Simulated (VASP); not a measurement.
All values below come from PBE GGA, VASP's PBE PAW potentials (set 64) (plane waves; VASP). Each cell was relaxed at this level.

**Question.** Which of these has an unstable (imaginary) mode at Γ?
A) KZnF3, Pm-3m (221)
B) LiBr, Fm-3m (225)
C) AlP, F-43m (216)
D) SrTiO3, Pm-3m (221)

**Answer.** D, SrTiO3, Pm-3m (221). Its optical Γ-point modes are 132i (×3), 146 (×3), 235 (×3), 509 (×3) cm⁻¹.
